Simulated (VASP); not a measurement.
# Zn2B (Fm-3m) in VASP: further runs, part 2 of 2

VASP 6.6.1. The steps go on from the part before.

### Step 3. Relaxation of cell and atoms, PBE (random cell by space group and Wyckoff sites (Fm-3m, No. 225))

INCAR

```
PREC     = Accurate       # precision mode
ENCUT    = 600            # plane-wave cutoff, eV
EDIFF    = 1E-6           # SCF threshold, eV
ISMEAR   = 0              # smearing method
SIGMA    = 0.1            # smearing width, eV
LREAL    = F              # projectors in reciprocal space
LASPH    = T              # aspherical terms in the spheres
NELM     = 80             # most SCF steps
ALGO     = Normal         # electronic algorithm
ISIF     = 3              # what is computed and relaxed
LWAVE    = F              # write WAVECAR
LCHARG   = F              # write CHGCAR
GGA      = PE             # functional
IBRION   = 2              # ionic algorithm
NSW      = 100            # ionic steps
EDIFFG   = -0.01          # ionic threshold
```

KPOINTS

```
Automatic mesh
0
Gamma
  16 16 16
```

POSCAR

```
Zn2B
1.0
    0.0000000000      2.6454066627      2.6454066627
    2.6454066627      0.0000000000      2.6454066627
    2.6454066627      2.6454066627      0.0000000000
Zn B
2 1
Direct
    0.2500000000      0.2500000000      0.2500000000
    0.7500000000      0.7500000000      0.7500000000
    0.5000000000      0.5000000000      0.5000000000
```

Potentials or basis: VASP PAW PBE potentials, release 64 (Zn, B).

The run is started by

```sh
cat potpaw_PBE.64/Zn/POTCAR potpaw_PBE.64/B/POTCAR > POTCAR
mpirun -np 1 vasp_std > vasp.out
```

It took 4.5 min on 1 thread of Intel Xeon Platinum 8488C (Sapphire Rapids), shared host; peak memory 0.25 GiB.

The run converged. Its results:

- Free energy: -7.8816 eV
- Relaxed volume: 12.39 Å³/atom
- Relaxed cell: a = 3.746 Å, b = 3.746 Å, c = 3.746 Å, α = 60.00°, β = 60.00°, γ = 60.00°
- Space group after relaxing (to 0.05 Å): Fm-3m (No. 225)
- Energy gained by relaxing: 0.1 meV/atom
- Ionic steps: 3
- Pressure after relaxing: 0.0 GPa
- Band gap on the k mesh: none (metal or under the smearing width)

Step by step:
| step | energy change (eV) | largest force (eV/Å) | pressure (GPa) | volume (Å³) |
| --- | --- | --- | --- | --- |
| 1 | 0.0000 | 0.0000 | 0.54 | 37.03 |
| 2 | -0.0002 | 0.0000 | -0.19 | 37.25 |
| 3 | -0.0002 | 0.0000 | -0.02 | 37.17 |

Final structure:
```
Zn B
1.0
     0.00000    2.64887    2.64887
     2.64887    0.00000    2.64887
     2.64887    2.64887    0.00000
Zn B
2 1
Direct
  0.25000 0.25000 0.25000
  0.75000 0.75000 0.75000
  0.50000 0.50000 0.50000
```

Levels at points of the mesh, in eV from the Fermi level:
| k point | band 10 | band 11 | band 12 | band 13 | band 14 | band 15 | band 16 | band 17 |
| --- | --- | --- | --- | --- | --- | --- | --- | --- |
| (0.00, 0.00, 0.00) | -6.41 | -6.41 | 2.10 | 2.10 | 2.10 | 4.39 | 4.41 | 4.41 |
| (0.50, 0.00, 0.00) | -7.09 | -6.39 | -6.28 | 0.62 | 0.62 | 3.36 | 5.36 | 5.36 |
| (0.50, 0.50, 0.00) | -6.43 | -6.09 | -4.59 | -2.24 | -2.24 | 1.63 | 2.74 | 10.22 |

### Step 4. Single point, PBE (random cell by space group and Wyckoff sites (Fm-3m, No. 225))

INCAR

```
SYSTEM = Zn2B
PREC     = Accurate       ! precision mode
ENCUT    = 520            ! plane-wave cutoff, eV
EDIFF    = 1E-6           ! SCF threshold, eV
ISMEAR   = 0              ! smearing method
SIGMA    = 0.1            ! smearing width, eV
LREAL    = .False.        ! projectors in reciprocal space
LASPH    = .True.         ! aspherical terms in the spheres
NELM     = 60             ! most SCF steps
ALGO     = Fast           ! electronic algorithm
ISIF     = 2              ! what is computed and relaxed
LWAVE    = .False.        ! write WAVECAR
LCHARG   = .False.        ! write CHGCAR
GGA      = PE             ! functional
NBANDS   = 20             ! bands
```

KPOINTS

```
Automatic mesh
0
Gamma
  6 6 6
  0 0 0
```

POSCAR

```
Zn2B
1.0
    0.0000000000      2.7454704300      2.7454704300
    2.7454704300      0.0000000000      2.7454704300
    2.7454704300      2.7454704300      0.0000000000
Zn B
2 1
Direct
    0.2500000000      0.2500000000      0.2500000000
    0.7500000000      0.7500000000      0.7500000000
    0.5000000000      0.5000000000      0.5000000000
```

Potentials or basis: VASP PAW PBE potentials, release 64 (Zn, B).

The run is started by

```sh
cat potpaw_PBE.64/Zn/POTCAR potpaw_PBE.64/B/POTCAR > POTCAR
mpirun -np 1 vasp_std > vasp.out
```

OUTCAR:

```text
SYSTEM = Zn2B
   PREC = Accurate
   ENCUT = 520
   EDIFF = 1E-6
   ISMEAR = 0
   LREAL = .False.
   LASPH = .True.
   NELM = 60
   ISIF = 2
   GGA = PE

 ion  position               nearest neighbor table
   1  0.250  0.250  0.250-   3 2.38   3 2.38   3 2.38   3 2.38   2 2.75   2 2.75   2 2.75   2 2.75
                             2 2.75   2 2.75
   2  0.750  0.750  0.750-   3 2.38   3 2.38   3 2.38   3 2.38   1 2.75   1 2.75   1 2.75   1 2.75
                             1 2.75   1 2.75
   3  0.500  0.500  0.500-   1 2.38   1 2.38   1 2.38   2 2.38   2 2.38   2 2.38   2 2.38   1 2.38

  LATTYP: Found a face centered cubic cell.
 ALAT       =     5.4909408600

  Lattice vectors:

 A1 = (   0.0000000000,   2.7454704300,   2.7454704300)
 A2 = (   2.7454704300,   0.0000000000,   2.7454704300)
 A3 = (   2.7454704300,   2.7454704300,   0.0000000000)

Analysis of symmetry for initial positions (statically):
=====================================================================
 Subroutine PRICEL returns:
 Original cell was already a primitive cell.

 Routine SETGRP: Setting up the symmetry group for a
 face centered cubic supercell.

[... 161 lines left out ...]

 E-fermi :   2.4049     XC(G=0): -11.0979

 val. band max:        2.3419130884   @ k =   0.5000   0.1667   0.0000
 cond. band min:       2.9683092455   @ k =   0.1667   0.1667   0.0000
 fundamental gap:      0.6263961571
 Fermi energy:         2.4049146263

 k-point     1 :       0.0000    0.0000    0.0000
  band No.  band energies     occupation
      1      -8.0552      2.00000
      2      -4.9595      2.00000
      3      -4.9595      2.00000
      4      -4.9595      2.00000
      5      -4.9107      2.00000
      6      -4.9107      2.00000
[... 357 lines left out ...]
     19      13.1827      0.00000
     20      14.2734      0.00000

------------------------ aborting loop because EDIFF is reached ----------------------------------------

  FORCE on cell =-STRESS in cart. coord.  units (eV):
  Direction    XX          YY          ZZ          XY          YZ          ZX
  --------------------------------------------------------------------------------------
  -------------------------------------------------------------------------------------
  Total       -2.4222538     -2.4222538     -2.4222538     -0.0000000      0.0000000     -0.0000000
  in kB      -93.7669775    -93.7669775    -93.7669775     -0.0000000      0.0000000     -0.0000000
  external PRESSURE =     -93.7669775 kB  Pullay stress =       0.0000000 kB

 VOLUME and BASIS-vectors are now :
 -----------------------------------------------------------------------------
  energy-cutoff  :      520.00
  volume of cell :       41.39
      direct lattice vectors                 reciprocal lattice vectors
     0.000000000  2.745470430  2.745470430    -0.182118152  0.182118152  0.182118152
     2.745470430  0.000000000  2.745470430     0.182118152 -0.182118152  0.182118152
     2.745470430  2.745470430  0.000000000     0.182118152  0.182118152 -0.182118152

 POSITION                                       TOTAL-FORCE (eV/Angst)
 -----------------------------------------------------------------------------------
      1.37274      1.37274      1.37274         0.000000      0.000000      0.000000
      4.11821      4.11821      4.11821        -0.000000     -0.000000     -0.000000
      2.74547      2.74547      2.74547        -0.000000      0.000000     -0.000000
 -----------------------------------------------------------------------------------
    total drift:                               -0.000000      0.000000      0.000000

  FREE ENERGIE OF THE ION-ELECTRON SYSTEM (eV)
  ---------------------------------------------------
  free  energy   TOTEN  =        -7.7521572950 eV

  energy  without entropy=       -7.7410901795  energy(sigma->0) =       -7.74662374
```

OSZICAR:

```text
N       E                     dE             d eps       ncg     rms          rms(c)
DAV:   1     0.134698912096E+03    0.13470E+03   -0.13241E+04   640   0.188E+03
DAV:   2    -0.863492560456E+00   -0.13556E+03   -0.13091E+03   640   0.320E+02
DAV:   3    -0.868577665615E+01   -0.78223E+01   -0.77333E+01   740   0.813E+01
DAV:   4    -0.877374173850E+01   -0.87965E-01   -0.87905E-01   704   0.840E+00
DAV:   5    -0.877394564379E+01   -0.20391E-03   -0.20390E-03   704   0.387E-01    0.609E+00
RMM:   6    -0.781071404554E+01    0.96323E+00   -0.27908E+00   707   0.175E+01    0.498E+00
RMM:   7    -0.775840166417E+01    0.52312E-01   -0.32836E-01   742   0.704E+00    0.184E+00
RMM:   8    -0.775347205137E+01    0.49296E-02   -0.28275E-02   754   0.102E+00    0.961E-01
RMM:   9    -0.775221726277E+01    0.12548E-02   -0.54755E-03   701   0.899E-01    0.211E-01
RMM:  10    -0.775213500091E+01    0.82262E-04   -0.71203E-04   742   0.270E-01    0.467E-02
RMM:  11    -0.775215956671E+01   -0.24566E-04   -0.86391E-05   735   0.905E-02    0.976E-03
RMM:  12    -0.775215655701E+01    0.30097E-05   -0.21189E-05   745   0.429E-02    0.327E-03
RMM:  13    -0.775215729500E+01   -0.73800E-06   -0.35932E-06   575   0.115E-02
   1 F= -.77521573E+01 E0= -.77466237E+01  d E =-.110671E-01
```

Wall time 12 s (1 thread of Intel Xeon Platinum 8488C (Sapphire Rapids), shared host); peak memory 0.16 GiB.

What came out:

```
Free energy            : -7.7522 eV
Pressure               : -9.4 GPa
Band gap on the k mesh : none (metal or under the smearing width)
```

Levels at points of the mesh, in eV from the Fermi level:
| k point | band 10 | band 11 | band 12 | band 13 | band 14 | band 15 | band 16 | band 17 | band 18 | band 19 |
| --- | --- | --- | --- | --- | --- | --- | --- | --- | --- | --- |
| (0.00, 0.00, 0.00) | -6.14 | -6.14 | 2.13 | 2.13 | 2.13 | 3.88 | 4.40 | 4.40 | 4.40 | 7.62 |
| (0.50, 0.00, 0.00) | -6.69 | -5.93 | -5.78 | 0.78 | 0.78 | 2.88 | 5.30 | 5.30 | 7.44 | 9.23 |
| (0.50, 0.50, 0.00) | -6.15 | -5.59 | -4.30 | -1.74 | -1.74 | 1.40 | 2.75 | 9.45 | 10.47 | 10.47 |

### Step 5. Overview

| task | cell | k mesh | cutoff (eV) | gap on the mesh (eV) | pressure (GPa) |
| --- | --- | --- | --- | --- | --- |
| single point | random cell by space group and Wyckoff sites (Fm-3m, No. 225) | 16 × 16 × 16 | 520 | none | 0.6 |
| relaxation of cell and atoms | relaxed from: random cell by space group and Wyckoff sites (Fm-3m, No. 225) | 16 × 16 × 16 | 600 | none | 0.0 |
| single point | random cell by space group and Wyckoff sites (Fm-3m, No. 225) | 6 × 6 × 6 | 520 | none | -9.4 |

Alike in all rows: level PBE; potentials or basis VASP PAW PBE potentials, release 64 (Zn, B); no spin polarisation; smearing gaussian 0.1 eV.

Total energies depend on the potentials used, so only differences within one code and one set of settings carry meaning.
